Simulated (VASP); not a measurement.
# SrAl in VASP: a series of runs, part 2 of 2

VASP 6.6.1. Earlier steps stand in the parts before.

### Step 4. Single point, PBE

This run uses another cell than the first one, of 169.40 Å³/atom, 0.961 times its volume.

Input file INCAR:

```
SYSTEM = SrAl
PREC = Accurate
ENCUT = 520
EDIFF = 1E-6
ISMEAR = 0
SIGMA = 0.1
LREAL = .FALSE.
LASPH = .TRUE.
NELM = 60
ALGO = Normal
ISIF = 2
LWAVE = .FALSE.
LCHARG = .TRUE.
LDIPOL = .TRUE.
IDIPOL = 3
DIPOL = 0.5 0.5 0.293
GGA = PE
LELF = .TRUE.
LVHAR = .TRUE.
LVACPOTAV = .TRUE.
NBANDS = 14
```

Input file KPOINTS:

```
Automatic mesh
0
G
  6 6 1
  0 0 0
```

Input file POSCAR:

```
SrAl
1.0
    3.6732037059      0.0000003165      0.0000000000
   -1.8366021270      3.1810875643      0.0000000000
    0.0000000000      0.0000000000     28.9947423600
Sr Al
1 1
Direct
    0.0000000000      0.0000000000      0.2374300907
    0.0000000000      0.0000000000      0.3488831033
```

Potentials or basis: VASP PAW PBE potentials, release 64 (Sr_sv, Al).

Command:

```
$ cat potpaw_PBE.64/Sr_sv/POTCAR potpaw_PBE.64/Al/POTCAR > POTCAR
$ mpirun -np 1 vasp_std > vasp.out
```

OUTCAR:

```text
SYSTEM = SrAl
   PREC = Accurate
   ENCUT = 520
   EDIFF = 1E-6
   ISMEAR = 0
   LREAL = .FALSE.
   LASPH = .TRUE.
   NELM = 60
   ISIF = 2
   GGA = PE

 ion  position               nearest neighbor table
   1  0.000  0.000  0.237-   2 3.23
   2  0.000  0.000  0.349-   1 3.23

  LATTYP: Found a hexagonal cell.
 ALAT       =     3.6732037059
 C/A-ratio  =     7.8935840976

  Lattice vectors:

 A1 = (   3.6732037059,   0.0000003165,   0.0000000000)
 A2 = (  -1.8366021270,   3.1810875643,   0.0000000000)
 A3 = (   0.0000000000,   0.0000000000,  28.9947423600)

Analysis of symmetry for initial positions (statically):
=====================================================================
 Subroutine PRICEL returns:
 Original cell was already a primitive cell.

 Routine SETGRP: Setting up the symmetry group for a
 hexagonal supercell.

 Subroutine GETGRP returns: Found 12 space group operations
 (whereof 12 operations were pure point group operations)
 out of a pool of 24 trial point group operations.

The static configuration has the point symmetry C_6v.

Analysis of symmetry for dynamics (positions and initial velocities):
=====================================================================
 Subroutine PRICEL returns:
 Original cell was already a primitive cell.

 Routine SETGRP: Setting up the symmetry group for a
 hexagonal supercell.

 Subroutine GETGRP returns: Found 12 space group operations
 (whereof 12 operations were pure point group operations)
 out of a pool of 24 trial point group operations.

The dynamic configuration has the point symmetry C_6v.

 Subroutine INISYM returns: Found 12 space group operations
 (whereof 12 operations are pure point group operations),
 and found     1 'primitive' translations

----------------------------------------------------------------------------------------

                                     Primitive cell

  volume of cell :     338.7973

  direct lattice vectors                    reciprocal lattice vectors
     3.673203706  0.000000317  0.000000000     0.272241898  0.157178965  0.000000000
    -1.836602127  3.181087564  0.000000000    -0.000000027  0.314357882  0.000000000
     0.000000000  0.000000000 28.994742360     0.000000000  0.000000000  0.034489011

  length of vectors
     3.673203706  3.673203706 28.994742360     0.314357882  0.314357882  0.034489011

  position of ions in fractional coordinates (direct lattice)
     0.000000000  0.000000000  0.237430091
     0.000000000  0.000000000  0.348883103

  ion indices of the primitive-cell ions
   primitive index   ion index
                 1           1
                 2           2

----------------------------------------------------------------------------------------

 KPOINTS: Automatic mesh

Automatic generation of k-mesh.
 Grid dimensions read from file:
 generate k-points for:    6    6    1

 Generating k-lattice:

  Cartesian coordinates                     Fractional coordinates (reciprocal lattice)
[... 26 lines left out ...]
   total plane-waves  NPLWV = 169344
   dimension x,y,z NGX =    28 NGY =   28 NGZ =  216
   dimension x,y,z NGXF=    56 NGYF=   56 NGZF=  432
   ions per type =               1   1
   NGX,Y,Z   is equivalent  to a cutoff of  12.67, 12.67, 12.38 a.u.
   NGXF,Y,Z  is equivalent  to a cutoff of  25.35, 25.35, 24.77 a.u.
 SYSTEM =  SrAl
   PREC   = accura    normal or accurate (medium, high low for compatibility)
   ISTART =      0    job   : 0-new  1-cont  2-samecut
   ICHARG =      2    charge: 1-file 2-atom 10-const
   ISPIN  =      1    spin polarized calculation?
   LNONCOLLINEAR =      F non collinear calculations
   LSORBIT =      F    spin-orbit coupling
   LASPH  =      T    aspherical Exc in radial PAW
   ENCUT  =  520.0 eV  38.22 Ry    6.18 a.u.   6.83  6.83 53.91*2*pi/ulx,y,z
   NELM   =     60;   NELMIN=  2; NELMDL= -5     # of ELM steps
   EDIFF  = 0.1E-05   stopping-criterion for ELM
   LREAL  =      F    real-space projection
   EDIFFG = 0.1E-04   stopping-criterion for IOM
   NSW    =      0    number of steps for IOM
   IBRION =     -1    ionic relax: 0-MD 1-quasi-New 2-CG
   NFREE  =      0    steps in history (QN), initial steepest desc. (CG)
   ISIF   =      2    stress and relaxation
   ISYM   =      2    0-nonsym 1-usesym 2-fastsym
   POTIM  = 0.5000    time-step for ionic-motion
   TEBEG  =    0.0;   TEEND  =   0.0 temperature during run
   PSTRESS=    0.0 pullay stress
   NELECT =      13.0000    total number of electrons
   NUPDOWN=      -1.0000    fix difference up-down
   EMIN   =  10.00;   EMAX   =-10.00  energy-range for DOS
   EFERMI =   0.00;   METHOD = LEGACY
   ISMEAR =     0;   SIGMA  =   0.10  broadening in eV -4-tet -1-fermi 0-gaus
   EFERMI_NEDOS =   21; number of points for ismear=-14 and -15
   IALGO  =     38    algorithm
   IMIX   =      4    mixing-type and parameters
     AMIX     =   0.40;   BMIX     =  1.00
     AMIX_MAG =   1.60;   BMIX_MAG =  1.00
  volume/ion in A,a.u.               =     169.40      1143.16
  Fermi-wavevector in a.u.,A,eV,Ry     =   0.552174  1.043458  4.148364  0.304896
  Thomas-Fermi vector in A             =   1.584499
   LORBIT       =      0    0 simple, 1 ext, 2 COOP (PROOUT), +10 PAW based schemes
   GGA     = PE    functional components
   LHFCALC =     F    Hartree Fock is set to
   AEXX    =    0.0000 exact exchange contribution
   IVDW    =     0    specifies the selected vdW correction
   LEPSILON=     F    determine dielectric tensor
   LRPA    =     F    only Hartree local field effects (RPA)
 non-spin polarized calculation
 Gauss-broadening in eV      SIGMA  =   0.10
  energy-cutoff  :      520.00
  volume of cell :      338.80
 maximum number of plane-waves:      9154
 NGX is ok and might be reduce to    28
   NGX = 13   NGY = 13   NGZ =107

 dipolmoment           0.000000      0.000000     -0.000011 electrons x Angstroem

 number of electron      13.0000000 magnetization

 dipolmoment           0.000000      0.000000      0.085506 electrons x Angstroem

 Free energy of the ion-electron system (eV)
  ---------------------------------------------------
  ext. energy  EPLUGINS =         0.00000000
  ---------------------------------------------------
  free energy    TOTEN  =        -3.18173954 eV

  energy without entropy =       -3.16233772  energy(sigma->0) =       -3.17203863

 E-fermi :  -2.1415     XC(G=0):  -2.3314

 val. band max:       -2.3619971189   @ k =   0.3333   0.3333   0.0000
 cond. band min:      -2.1409090613   @ k =   0.3333   0.1667   0.0000
 fundamental gap:      0.2210880576
 Fermi energy:        -2.1415119681

 k-point     1 :       0.0000    0.0000    0.0000
  band No.  band energies     occupation
      1     -38.5051      2.00000
      2     -20.5940      2.00000
      3     -20.2081      2.00000
      4     -20.2081      2.00000
      5      -7.8487      2.00000
      6      -4.9067      2.00000
      7      -2.6671      2.00000
      8      -1.6928      0.00000
      9       0.6005      0.00000
     10       0.7349      0.00000
     11       0.7349      0.00000
     12       1.2212      0.00000
     13       1.3137      0.00000
     14       2.1169      0.00000
[... 88 lines left out ...]
      1     -38.4308      2.00000
      2     -20.6477      2.00000
      3     -20.6477      2.00000
      4     -20.4811      2.00000
      5      -4.6132      2.00000
      6      -2.3620      1.99818
      7      -2.3620      1.99818
      8      -1.0614      0.00000
      9      -1.0614      0.00000
     10      -0.4965      0.00000
     11       0.0053      0.00000
     12       0.0053      0.00000
     13       1.9762      0.00000
     14       3.7981      0.00000

------------------------ aborting loop because EDIFF is reached ----------------------------------------

  FORCE on cell =-STRESS in cart. coord.  units (eV):
  Direction    XX          YY          ZZ          XY          YZ          ZX
  --------------------------------------------------------------------------------------
  -------------------------------------------------------------------------------------
  Total       -0.0201521     -0.0201521      0.0407736     -0.0000000      0.0000000      0.0000000
  in kB       -0.0952995     -0.0952995      0.1928189     -0.0000000      0.0000000      0.0000000
  external PRESSURE =       0.0007399 kB  Pullay stress =       0.0000000 kB

 VOLUME and BASIS-vectors are now :
 -----------------------------------------------------------------------------
  energy-cutoff  :      520.00
  volume of cell :      338.80
      direct lattice vectors                 reciprocal lattice vectors
     3.673203706  0.000000317  0.000000000     0.272241898  0.157178965  0.000000000
    -1.836602127  3.181087564  0.000000000    -0.000000027  0.314357882  0.000000000
     0.000000000  0.000000000 28.994742360     0.000000000  0.000000000  0.034489011

 POSITION                                       TOTAL-FORCE (eV/Angst)
 -----------------------------------------------------------------------------------
      0.00000      0.00000      6.88422        -0.000000     -0.000000     -0.012925
      0.00000      0.00000     10.11578         0.000000      0.000000      0.012925
 -----------------------------------------------------------------------------------
    total drift:                               -0.000000     -0.000000     -0.000027

  FREE ENERGIE OF THE ION-ELECTRON SYSTEM (eV)
  ---------------------------------------------------
  free  energy   TOTEN  =        -3.1817395374 eV

  energy  without entropy=       -3.1623377213  energy(sigma->0) =       -3.17203863

 vacuum level on the upper side and lower side of the slab         2.028         0.703
```

stdout:

```text
POSCAR found type information on POSCAR SrAl
 POSCAR found :  2 types and       2 ions
 scaLAPACK will be used
 LDA part: xc-table for (Slater+PW92), standard interpolation
 POSCAR, INCAR and KPOINTS ok, starting setup
 FFT: planning ... GRIDC
 FFT: planning ... GRID_SOFT
 FFT: planning ... GRID
 WAVECAR not read
 entering main loop
 -----------------------------------------------------------------------------
|                                                                             |
|           W    W    AA    RRRRR   N    N  II  N    N   GGGG   !!!           |
|           W    W   A  A   R    R  NN   N  II  NN   N  G    G  !!!           |
|           W    W  A    A  R    R  N N  N  II  N N  N  G       !!!           |
|           W WW W  AAAAAA  RRRRR   N  N N  II  N  N N  G  GGG   !            |
|           WW  WW  A    A  R   R   N   NN  II  N   NN  G    G                |
|           W    W  A    A  R    R  N    N  II  N    N   GGGG   !!!           |
|                                                                             |
|     Did not find any points to average over, which means that no vacuum     |
|     field-free region was found. Please increase the size of  your cell     |
|     in the dimension of the dipole correction to obtain accurate            |
|     workfunction values.                                                    |
|                                                                             |
 -----------------------------------------------------------------------------
```

Wall time 41 s (1 thread of Intel Xeon 6975P-C (Granite Rapids), shared host); peak memory 0.42 GiB.

What came out:

```
Free energy                     : -3.1817 eV
Largest force                   : 0.013 eV/Å
Band gap on the k mesh          : none (metal or under the smearing width)
Work function of the upper face : 4.17 eV
Work function of the lower face : 2.84 eV
```

Forces in eV/Å, atoms in the order of the input:
```
Sr   0.000  0.000 -0.013
Al   0.000  0.000  0.013
```

### Step 5. Single point, PBE

This run uses another cell than the first one, of 82.64 Å³/atom, 0.469 times its volume.

Input file INCAR:

```
PREC = Accurate ; ENCUT = 520
EDIFF = 1E-6 ; ISMEAR = 0
SIGMA = 0.1 ; LREAL = F
LASPH = T ; NELM = 100
ALGO = Normal ; ISIF = 2
LWAVE = F ; LCHARG = F
LDIPOL = T ; IDIPOL = 3
DIPOL = 0.5 0.5 0.500 ; GGA = PE
NBANDS = 14
```

Input file KPOINTS:

```
Automatic mesh
0
Gamma
  6 6 1
```

Input file POSCAR:

```
SrAl
1.0
    3.3506810000      0.0000000000      0.0000000000
   -1.6753410000      2.9017750000      0.0000000000
    0.0000000000      0.0000000000     17.0000000000
Sr Al
1 1
Direct
    0.0000000000      0.0000000000      0.4236067300
    0.0000000000      0.0000000000      0.5763932700
```

Command:

```
$ cat potpaw_PBE.64/Sr_sv/POTCAR potpaw_PBE.64/Al/POTCAR > POTCAR
$ mpirun -np 1 vasp_std > vasp.out
```

Run time: 18 s. Hardware: 1 thread of Intel Xeon 6975P-C (Granite Rapids), shared host; peak memory 0.29 GiB.

Results (log left out):

```yaml
Free_energy: -2.4655 eV
Largest_force: 2.534 eV/Å
Band_gap_on_the_k_mesh: none (metal or under the smearing width)
```

Forces in eV/Å, atoms in the order of the input:
```
Sr   0.000  0.000 -2.534
Al   0.000  0.000  2.534
```

Levels at points of the mesh, in eV from the Fermi level:
```
           k point  band 3  band 4  band 5  band 6  band 7  band 8  band 9  band 10  band 11  band 12
(0.00, 0.00, 0.00)  -17.58  -17.58   -6.57   -2.71   -0.43    0.25    3.09     3.09     3.10     3.74
(0.50, 0.00, 0.00)  -18.18  -17.89   -2.98   -2.26   -0.67    0.83    1.75     3.07     3.67     4.06
```

Caveat: the k mesh is coarse (spacing up to 0.36 Å⁻¹), so the values aren't converged.

### Step 6. Overview

```csv
cell,k mesh,mesh quality,gap on the mesh (eV),largest force (eV/Å)
"P6mm, 176.3 Å³/atom",18 × 18 × 1,not flagged,none,-
"P6mm, 169.4 Å³/atom",18 × 18 × 1,not flagged,none,0.12
"P6mm, 169.4 Å³/atom",6 × 6 × 1,not flagged,none,0.01
"P6mm, 82.64 Å³/atom",6 × 6 × 1,coarse,none,2.53
```

Alike in all rows: task single point; level PBE; potentials or basis VASP PAW PBE potentials, release 64 (Sr_sv, Al); no spin polarisation; cutoff (eV) 520; smearing gaussian 0.1 eV.

Caveats: some runs use coarse meshes.

Total energies depend on the potentials used, so only differences within one code and one set of settings carry meaning.
